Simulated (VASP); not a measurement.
Input:

```xyz
2
Lattice="0.0000 2.8650 2.8650 2.8650 0.0000 2.8650 2.8650 2.8650 0.0000" Properties=species:S:1:pos:R:3 pbc="T T T"
Ag     0.0000     0.0000     0.0000
Br     2.8650     2.8650     2.8650
```

Calculation: PBE GGA with D3 dispersion (Becke-Johnson damping), VASP's PBE PAW potentials (set 64) (plane waves; VASP 6.6.1). Run with 520 eV cut-off, 8×8×8 Γ-centred mesh, Gaussian smearing of 0.050 eV, potentials Ag Br.

### Question
Estimate the energy per atom (σ→0), band gap (on the k-mesh) with the smallest direct gap where there is one.

### Answer

band gap (on the k-mesh): 0.67 eV
smallest direct gap (on the k-mesh): 2.63 eV
energy per atom (σ→0): -2.857 eV/atom

Only differences to runs with the same potentials and settings are physical.

The compound is AgBr in the rock salt structure. It was relaxed first.
